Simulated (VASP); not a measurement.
Consider the following.

```
K
1.0
   -2.67664     2.67664     2.67664
    2.67664    -2.67664     2.67664
    2.67664     2.67664    -2.67664
K
1
Direct
  0.00000   0.00000   0.00000
```

These are TPSS meta-GGA, VASP's PBE PAW potentials (set 64) (plane waves; VASP 6.6.1) values and carry that method's errors. Numerical set-up: 520 eV cut-off, 11×11×11 Γ-centred mesh, tetrahedra with Blöchl corrections, potentials K_sv.

Question: Give the energies of bands 5 to 7 at the high-symmetry points, in eV from the Fermi level.

Answer: 
```tsv
band	Γ	H	N	P
5	-2.11	1.63	0.45	1.39
6	4.34	1.63	0.58	1.39
7	4.34	3.33	3.17	1.39
```

It has no gap at this level: it comes out as a metal or semimetal.

The compound is K in the bcc structure. It was relaxed first.
